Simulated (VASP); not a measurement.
Consider the following.

```
CELL_PARAMETERS angstrom
      0.00000     3.29460     3.29460
      3.29460     0.00000     3.29460
      3.29460     3.29460     0.00000
ATOMIC_POSITIONS crystal
  Hg 0.00000 0.00000 0.00000
  Te 0.25000 0.25000 0.25000
```

Calculation: PBE GGA, VASP's PBE PAW potentials (set 64) (plane waves; VASP). Settings: 450 eV cut-off, 6×6×6 Γ-centred mesh, Gaussian smearing of 0.050 eV, potentials Hg Te.

Task: Give the stress tensor in GPa (positive for a compressed cell).

Result: 
```
1.16  0.00  0.00
0.00  1.16  0.00
0.00  0.00  1.16
```
The pressure is its mean diagonal, 1.16 GPa.

The compound is HgTe in the zinc blende structure. The cell was not relaxed at this level. The run is one of a series of settings (ENCUT = 450 against the base run), some of them coarse on purpose.
